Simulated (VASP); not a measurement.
Set up this calculation in VASP 6.6.1, as the native input.

| Item | Value |
| --- | --- |
| Task | single point |
| Functional | LDA |
| Potentials or basis | VASP PAW LDA potentials, release 64 (O, F, Ag) |
| Cutoff | 520 eV |
| k mesh | 4 × 4 × 4 |
| Occupations | gaussian, width 0.05 eV |
| Spin | no spin polarisation |
| Dipole correction | no |
| Further INCAR settings | ALGO = Normal; EDIFF = 1e-07; NBANDS = 31 |

The structure of Ag3OF lies in POSCAR:

```
Ag3OF
1.0
    4.9600000000      0.0000000000      0.0000000000
    0.0000000000      4.9600000000      0.0000000000
    0.0000000000      0.0000000000      4.9600000000
O F Ag
1 1 3
Direct
    0.0000000000      0.0000000000      0.0000000000
    0.5000000000      0.5000000000      0.5000000000
    0.5000000000      0.5000000000      0.0000000000
    0.5000000000      0.0000000000      0.5000000000
    0.0000000000      0.5000000000      0.5000000000
```

The cell comes from a database or a generator and needn't be the stable form of this composition.

These files were run (other wordings do the same):

INCAR

```
PREC = Accurate
ENCUT = 520
EDIFF = 1E-7
ISMEAR = 0
SIGMA = 0.05
LREAL = False
LASPH = True
NELM = 100
ALGO = Normal
ISIF = 2
LWAVE = False
LCHARG = False
NBANDS = 31
```

KPOINTS

```
regular mesh
0
Gamma
  4 4 4
```

Potentials or basis: VASP PAW LDA potentials, release 64 (O, F, Ag).

Run with:

```sh
$ cat potpaw_LDA.64/O/POTCAR potpaw_LDA.64/F/POTCAR potpaw_LDA.64/Ag/POTCAR > POTCAR
$ mpirun -np 1 vasp_std > vasp.out
```

Results of the run:

```
Pressure               : -11.6 GPa
Band gap on the k mesh : none (metal or under the smearing width)
```

Run time: 41 s on 1 thread of Intel(R) Xeon(R) Platinum 8559C (Emerald Rapids), on a shared host, peak memory 0.2 GiB.
